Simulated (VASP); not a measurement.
OSZICAR of a VASP run on TiB$_{2}$ (AlB2 type):

File OSZICAR:
```
       N       E                     dE             d eps       ncg     rms          rms(c)
DAV:   1     0.128133490307E+03    0.12813E+03   -0.93192E+03  2964   0.161E+03
DAV:   2    -0.200750116998E+02   -0.14821E+03   -0.14404E+03  2999   0.397E+02
DAV:   3    -0.292518054696E+02   -0.91768E+01   -0.91012E+01  4282   0.942E+01
DAV:   4    -0.295413928976E+02   -0.28959E+00   -0.28939E+00  3786   0.155E+01
DAV:   5    -0.295489636832E+02   -0.75708E-02   -0.75704E-02  4352   0.220E+00    0.183E+01
DAV:   6    -0.242902539760E+02    0.52587E+01   -0.25005E+01  3880   0.611E+01    0.422E+00
DAV:   7    -0.243388347829E+02   -0.48581E-01   -0.14868E+00  3210   0.144E+01    0.370E+00
DAV:   8    -0.243514623326E+02   -0.12628E-01   -0.14478E-01  4430   0.334E+00    0.649E-01
DAV:   9    -0.243474986257E+02    0.39637E-02   -0.46099E-02  3962   0.290E+00    0.257E-01
DAV:  10    -0.243469555900E+02    0.54304E-03   -0.51223E-03  3756   0.105E+00    0.100E-01
DAV:  11    -0.243468952854E+02    0.60305E-04   -0.19173E-04  3822   0.176E-01    0.557E-02
DAV:  12    -0.243468824089E+02    0.12876E-04   -0.94723E-05  3810   0.128E-01    0.993E-03
DAV:  13    -0.243468814876E+02    0.92134E-06   -0.88127E-06  3534   0.416E-02    0.345E-03
DAV:  14    -0.243468816043E+02   -0.11673E-06   -0.24902E-07  2902   0.655E-03    0.237E-04
DAV:  15    -0.243468816342E+02   -0.29846E-07   -0.31155E-08  1647   0.201E-03
   1 F= -.25460324E+02 E0= -.25460092E+02  d E =-.254603E+02
       N       E                     dE             d eps       ncg     rms          rms(c)
DAV:   1    -0.243474721288E+02   -0.59052E-03   -0.77013E-02  3229   0.455E+00    0.277E-01
DAV:   2    -0.243466216720E+02    0.85046E-03   -0.42040E-03  3101   0.701E-01    0.161E-01
DAV:   3    -0.243462333697E+02    0.38830E-03   -0.44088E-04  3456   0.288E-01    0.483E-02
DAV:   4    -0.243461943765E+02    0.38993E-04   -0.83218E-05  3584   0.113E-01    0.716E-03
DAV:   5    -0.243461931812E+02    0.11953E-05   -0.69102E-06  3171   0.332E-02    0.304E-03
DAV:   6    -0.243461930658E+02    0.11542E-06   -0.31824E-07  2767   0.753E-03    0.121E-03
DAV:   7    -0.243461930716E+02   -0.57848E-08   -0.31595E-08  1802   0.254E-03
   2 F= -.25460908E+02 E0= -.25460736E+02  d E =-.584333E-03
```

**Question.** Which electronic solver shows in the log?

**Answer.** It is blocked Davidson (ALGO = Normal, or the opening steps of other solvers). The INCAR had ALGO = Normal.

**Question.** Can the final energy be trusted as converged?

**Answer.** The run converged. It stopped with EDIFF = 1E-7, NELM = 100, NSW = 30 and EDIFFG = -0.01 after 2 ionic steps (PBE GGA with D4 dispersion, plane waves, VASP's PBE PAW potentials (set 64)).

The compound is TiB2 in the AlB2 type structure. This cell is one point of a volume scan, at 0.97 of the reference volume. Symmetry was kept, so distortions that lower it aren't found.
